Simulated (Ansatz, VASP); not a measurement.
# Bi2Te2Se: VASP beside Ansatz

Aim: how closely do two programs agree when they are given the same cell, functional and k mesh?

Calculated with Ansatz 0.2.0; plane waves, with VASP 6.6.1 beside it; relaxation of cell and atoms at r2SCAN.

**1. The structure**

It takes space group R-3m (No. 166, trigonal). Conventional cell: a = 4.322 Å, b = 4.322 Å, c = 31.757 Å, α = 90.00°, β = 90.00°, γ = 120.00°. Bi has 3 Te at 3.05 Å and 3 Se at 3.11 Å nearest. Nearest to Te lie 3 Bi at 3.05 Å. Se has 6 Bi at 3.11 Å nearest. Farther neighbours and most contacts between anions are not listed.

**2. VASP: relaxation of cell and atoms, r2SCAN**

The relaxed volume is the usual yardstick between codes: its relative difference is about their pressure difference at one cell divided by the bulk modulus.

Lines of VASP's logs that name or quote its potential files are left out, and so is its time.

The input, INCAR:

```
SYSTEM = Bi2Te2Se
PREC = Accurate
ENCUT = 400
EDIFF = 1E-06
NELM = 100
ISMEAR = 0
SIGMA = 0.05
LREAL = .FALSE.
ALGO = Normal
METAGGA = R2SCAN
LASPH = .TRUE.
NBANDS = 30
LORBIT = 11
LWAVE = .FALSE.
LCHARG = .FALSE.
KPAR = 4
IBRION = 2
NSW = 60
ISIF = 3
EDIFFG = -0.01
```

The input, POSCAR:

```
Bi2Te2Se
1.0
    2.1609687617      1.2476358963     10.5855712543
   -2.1609687617      1.2476358963     10.5855712543
    0.0000000000     -2.4952717926     10.5855712543
Bi Te Se
2 2 1
Direct
    0.6082787600      0.6082787600      0.6082787600
    0.3917212400      0.3917212400      0.3917212400
    0.2195951300      0.2195951300      0.2195951300
    0.7804048700      0.7804048700      0.7804048700
    0.0000000000      0.0000000000      0.0000000000
```

The input, KPOINTS:

```
Automatic mesh
0
Gamma
6 6 6
0 0 0
```

Potentials, in the order of the species: Bi_d, Te and Se (PBE family, release 64).

On the command line:

```console
mpirun -np 4 vasp_std
```

Numbers of over 12 decimals in the logs are rounded to 6 here.

The log of the run:

```text
[banner, memory and clock lines left out]
running    4 mpi-ranks, on    1 nodes
 distrk:  each k-point on    1 cores,    4 groups
 distr:  one band on    1 cores,    1 groups

 POSCAR found type information on POSCAR BiTeSe
 POSCAR found :  3 types and       5 ions
|                                                                             |
|               ----> ADVICE to this user running VASP <----                  |
|                                                                             |
|     You enforced a specific xc type in the INCAR file but a different       |
|     [... a line on the potential file left out ...]
|     I HOPE YOU KNOW WHAT YOU ARE DOING!                                     |
|                                                                             |

 LDA part: xc-table for (None), standard interpolation
 POSCAR, INCAR and KPOINTS ok, starting setup
 FFT: planning ... GRIDC
 FFT: planning ... GRID_SOFT
 FFT: planning ... GRID
 WAVECAR not read
 entering main loop
       N       E                     dE             d eps       ncg     rms          rms(c)
DAV:   1     0.235126659495E+03    0.23513E+03   -0.19978E+04  1928   0.134E+03
DAV:   2    -0.149890843632E+03   -0.38502E+03   -0.37089E+03  2032   0.362E+02
DAV:   3    -0.192389049794E+03   -0.42498E+02   -0.40888E+02  2470   0.139E+02
DAV:   4    -0.194105987380E+03   -0.17169E+01   -0.17099E+01  2282   0.298E+01
DAV:   5    -0.194169376561E+03   -0.63389E-01   -0.63358E-01  2562   0.555E+00    0.610E+00
DAV:   6    -0.183788905690E+03    0.10380E+02   -0.31025E+00  2334   0.205E+01    0.498E+00
DAV:   7    -0.183827484704E+03   -0.38579E-01   -0.55656E-01  2198   0.364E+00    0.211E+00
DAV:   8    -0.183844386910E+03   -0.16902E-01   -0.35446E-02  2078   0.176E+00    0.790E-01
DAV:   9    -0.183848914776E+03   -0.45279E-02   -0.79306E-03  2154   0.687E-01    0.160E-01
DAV:  10    -0.183849055746E+03   -0.14097E-03   -0.85172E-04  2280   0.252E-01    0.110E-01
DAV:  11    -0.183849195101E+03   -0.13935E-03   -0.58637E-04  2016   0.177E-01    0.444E-02
DAV:  12    -0.183849185344E+03    0.97566E-05   -0.45414E-05  2072   0.579E-02    0.174E-02
DAV:  13    -0.183849186165E+03   -0.82002E-06   -0.13318E-05  2342   0.339E-02    0.643E-03
DAV:  14    -0.183849187013E+03   -0.84867E-06   -0.10056E-06  1164   0.945E-03
   1 F= -.18384919E+03 E0= -.18384919E+03  d E =-.183849E+03
 curvature:   0.00 expect dE= 0.000E+00 dE for cont linesearch  0.000E+00
 trial: gam= 0.00000 g(F)=  0.145E-03 g(S)=  0.177E-04 ort = 0.000E+00 (trialstep = 0.100E+01)
 search vector abs. value=  0.162E-03
 bond charge predicted
       N       E                     dE             d eps       ncg     rms          rms(c)
DAV:   1    -0.183849080845E+03    0.10532E-03   -0.47167E-02  2292   0.113E+00    0.454E-02
DAV:   2    -0.183849322047E+03   -0.24120E-03   -0.20149E-03  2508   0.303E-01    0.301E-02
DAV:   3    -0.183849306128E+03    0.15919E-04   -0.11477E-04  2540   0.904E-02    0.119E-02
DAV:   4    -0.183849303849E+03    0.22784E-05   -0.15989E-05  2558   0.360E-02    0.427E-03
DAV:   5    -0.183849303460E+03    0.38982E-06   -0.10808E-06  1146   0.902E-03
   2 F= -.18384930E+03 E0= -.18384930E+03  d E =-.116446E-03
 trial-energy change:   -0.000116  1 .order   -0.000114   -0.000162   -0.000065
 step:   1.6636(harm=  1.6636)  dis= 0.00295  next Energy=  -183.849322 (dE=-0.135E-03)
 bond charge predicted
       N       E                     dE             d eps       ncg     rms          rms(c)
DAV:   1    -0.183849229042E+03    0.74807E-04   -0.20847E-02  2284   0.754E-01    0.303E-02
DAV:   2    -0.183849336121E+03   -0.10708E-03   -0.90042E-04  2530   0.202E-01    0.202E-02
DAV:   3    -0.183849328999E+03    0.71218E-05   -0.49238E-05  2506   0.594E-02    0.811E-03
DAV:   4    -0.183849327757E+03    0.12417E-05   -0.59709E-06  1914   0.221E-02    0.295E-03
DAV:   5    -0.183849327492E+03    0.26563E-06   -0.73259E-07  1044   0.770E-03
   3 F= -.18384933E+03 E0= -.18384933E+03  d E =-.140479E-03
 curvature:  -0.83 expect dE=-0.109E-04 dE for cont linesearch -0.123E-07
 trial: gam= 0.07100 g(F)=  0.768E-05 g(S)=  0.540E-05 ort = 0.155E-05 (trialstep = 0.113E+01)
 search vector abs. value=  0.141E-04
 reached required accuracy - stopping structural energy minimisation
```

From OUTCAR (step 2):

```text
ion  position               nearest neighbor table
   1  0.608  0.608  0.608-   3 3.05   3 3.05   3 3.05   5 3.11   5 3.11   5 3.11
   2  0.392  0.392  0.392-   4 3.05   4 3.05   4 3.05   5 3.11   5 3.11   5 3.11
   3  0.220  0.220  0.220-   1 3.05   1 3.05   1 3.05
   4  0.780  0.780  0.780-   2 3.05   2 3.05   2 3.05
   5  0.000  0.000  0.000-   1 3.11   1 3.11   2 3.11   2 3.11   1 3.11   2 3.11

  LATTYP: Found a trigonal (rhomboedric) cell.
 ALAT       =    10.8756930859
 COS(alpha) =     0.9210389187

 Subroutine GETGRP returns: Found 12 space group operations
 (whereof 12 operations were pure point group operations)

The static configuration has the point symmetry D_3d.

 Found     32 irreducible k-points:

   k-points           NKPTS =     32   k-points in BZ     NKDIM =     32   number of bands    NBANDS=     30

   dimension x,y,z NGX =    72 NGY =   72 NGZ =   72
   dimension x,y,z NGXF=   144 NGYF=  144 NGZF=  144

   ENCUT  =  400.0 eV  29.40 Ry    5.42 a.u.  17.74 17.74 17.74*2*pi/ulx,y,z

   NELECT =      48.0000    total number of electrons

 k-points in reciprocal lattice and weights: Automatic mesh
   0.00000000  0.00000000  0.00000000       0.005
   0.16666667 -0.00000000  0.00000000       0.028
   0.33333333 -0.00000000 -0.00000000       0.028
   0.50000000 -0.00000000  0.00000000       0.014
   0.16666667  0.16666667  0.00000000       0.028
   0.33333333  0.16666667  0.00000000       0.056
   0.50000000  0.16666667  0.00000000       0.056
  -0.33333333  0.16666667  0.00000000       0.056
  -0.16666667  0.16666667  0.00000000       0.028
[...]
-0.33333333  0.50000000  0.33333333       0.028
   0.50000000  0.50000000  0.50000000       0.005

 average (electrostatic) potential at core
       1-113.0070       2-113.0070       3 -94.1170       4 -94.1170       5 -57.3473

 E-fermi :   4.8950

 k-point     1 :       0.0000    0.0000    0.0000
  band No.  band energies     occupation
    ...
     20       3.5001      2.00000
     21       3.5001      2.00000
     22       3.9054      2.00000
     23       3.9054      2.00000
     24       4.6343      2.00000
     25       5.3500      0.00000
     26       6.1427      0.00000
     27       6.1427      0.00000
     28       7.0713      0.00000
     29       7.3458      0.00000
    ...

 k-point     2 :       0.1667   -0.0000    0.0000
  band No.  band energies     occupation
    ...
     20       3.2393      2.00000
     21       3.6041      2.00000
     22       3.7759      2.00000
     23       3.8030      2.00000
     24       4.0983      2.00000
     25       6.1832      0.00000
     26       6.7089      0.00000
     27       6.8125      0.00000
     28       7.3019      0.00000
     29       7.5418      0.00000
    ...

 k-point     3 :       0.3333   -0.0000   -0.0000
  band No.  band energies     occupation
    ...
     20       2.5581      2.00000
     21       2.5779      2.00000
     22       3.5039      2.00000
     23       3.7389      2.00000
     24       4.1031      2.00000
     25       6.0445      0.00000
     26       6.8786      0.00000
     27       7.2390      0.00000
     28       7.8994      0.00000
     29       8.3357      0.00000
    ...

  Total        0.0131690      0.0131690      0.0145732      0.0000000      0.0000000      0.0000000
  in kB        0.1231334      0.1231334      0.1362628      0.0000000      0.0000000      0.0000000
  external PRESSURE =       0.1275098 kB  Pullay stress =       0.0000000 kB

  energy-cutoff  :      400.00
  volume of cell :      171.35
      direct lattice vectors                 reciprocal lattice vectors
     2.161948409  1.248201496 10.582968207     0.231272864  0.133525450  0.031497150
    -2.161948409  1.248201496 10.582968207    -0.231272864  0.133525450  0.031497150
    -0.000000000 -2.496402992 10.582968207     0.000000000 -0.267050900  0.031497150

 POSITION                                       TOTAL-FORCE (eV/Angst)
 -----------------------------------------------------------------------------------
     -0.00000      0.00000     19.30924         0.000000      0.000000     -0.001932
     -0.00000      0.00000     12.43967        -0.000000     -0.000000      0.001932
     -0.00000      0.00000      6.97289         0.000000      0.000000     -0.008709
     -0.00000      0.00000     24.77601        -0.000000     -0.000000      0.008709
     -0.00000     -0.00000      0.00000        -0.000000      0.000000      0.000000
 -----------------------------------------------------------------------------------
    total drift:                               -0.000000     -0.000000      0.000000

  FREE ENERGIE OF THE ION-ELECTRON SYSTEM (eV)
  ---------------------------------------------------
  free  energy   TOTEN  =      -183.8493274917 eV

  energy  without entropy=     -183.8493274917  energy(sigma->0) =     -183.84932749

 reached required accuracy - stopping structural energy minimisation

 total charge
# of ion       s       p       d       tot
------------------------------------------
    1        1.579   1.080   9.943  12.603
    2        1.579   1.080   9.943  12.603
    3        1.399   1.970   0.021   3.390
    4        1.399   1.970   0.021   3.390
    5        1.470   2.360   0.019   3.849
--------------------------------------------------
tot          7.426   8.460  19.948  35.833

[... 3 further parts left out ...]
```

CONTCAR:

```
Bi2Te2Se
   1.00000000000000
     2.1619484088653755    1.2482014958546706   10.5829682071875197
    -2.1619484088653755    1.2482014958546706   10.5829682071875197
    -0.0000000000000000   -2.4964029917093411   10.5829682071875197
  Bi              Te              Se
     2     2     1
Direct
     0.6081859505125257    0.6081859505125257    0.6081859505125257
     0.3918140494874743    0.3918140494874743    0.3918140494874743
     0.2196261692802248    0.2196261692802248    0.2196261692802248
     0.7803738307197752    0.7803738307197752    0.7803738307197752
     0.0000000000000000    0.0000000000000000    0.0000000000000000
```

The bonds form layers, held to each other by dispersion, which r2SCAN holds only at short range, so the spacing between them may come out too wide.

(Continued in part 2 of 2.)

[Lines on the potential files, build, host, timing and source positions are cut from VASP's logs without a mark.]

[Logs are printed without paths, hosts, clocks, repeated set-up lines and the standing remarks that a program may print on its own settings, such as how far it seeks lower states.]

[Hosts, paths, dates, database ids (printed as entryN), source tags and the programs' standing remarks are cut or masked in the printed files.]
